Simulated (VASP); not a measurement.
Method: LDA (Ceperley-Alder, Perdew-Zunger), VASP's LDA PAW potentials (set 64) (plane waves; VASP).

VASP ran on this input.

INCAR:
```
SYSTEM = CdS
PREC = Accurate
ENCUT = 520
EDIFF = 1E-7
NELM = 100
ALGO = Normal
LREAL = .FALSE.
LASPH = .TRUE.
ISMEAR = -5
LMAXMIX = 4
LWAVE = .FALSE.
LCHARG = .TRUE.
LORBIT = 11
NEDOS = 601
ISIF = 2
```

**POSCAR**
```
CdS
1
    0.0000000000     2.8859589875     2.8859589875
    2.8859589875     0.0000000000     2.8859589875
    2.8859589875     2.8859589875     0.0000000000
Cd S
1 1
Direct
  0.0000000000   0.0000000000   0.0000000000
  0.2500000000   0.2500000000   0.2500000000
```

### KPOINTS
```
Automatic mesh
0
gamma
 9 9 9
```

POTCAR, in this order: Cd S (LDA.64 set). Program: vasp_std.

Question: What will the output report for the number of irreducible k-points (NKPTS), largest plane-wave count, number of space-group operations, FFT grid (NGX, NGY, NGZ)?

Answer: 
```yaml
number of irreducible k-points (NKPTS): 35
largest_plane_wave_count: 1311
number_of_space_group_operations: 24
FFT grid (NGX, NGY, NGZ): 30 × 30 × 30
```

The compound is CdS in the zinc blende structure, a metastable form; wurtzite is the usual one. It was relaxed first.
